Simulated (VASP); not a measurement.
```yaml
crystal:
  lattice:
    - [0.00000, 2.48035, 2.48035]
    - [2.48035, 0.00000, 2.48035]
    - [2.48035, 2.48035, 0.00000]
  atoms:
    - { symbol: Li, position: [0.00000, 0.00000, 0.00000] }
    - { symbol: Cl, position: [0.50000, 0.50000, 0.50000] }
```

Level of theory: PBE GGA, VASP's PBE PAW potentials (set 64) (plane waves; VASP). Run with 400 eV cut-off, 11×11×11 Γ-centred mesh, Fermi-Dirac smearing of 0.020 eV, potentials Li_sv Cl.

Q: Give the energies of bands 3 to 8 at the high-symmetry points, in eV from the valence-band maximum.

A: 
```tsv
band	Γ	X	U	L	W
3	0.00	-3.39	-2.92	-3.23	-2.51
4	0.00	-1.31	-2.08	-0.31	-2.51
5	0.00	-1.31	-0.99	-0.31	-1.23
6	7.10	8.10	8.24	6.84	10.15
7	11.99	8.33	10.36	9.51	10.39
8	11.99	13.32	12.05	9.51	10.74
```

The gap is indirect, 6.84 eV, from the valence maximum at K-Γ at 0.78 to the conduction minimum at L.

The structure comes from a computed database's LiCl entry; how it stands against other phases isn't given here. The cell was not relaxed at this level.
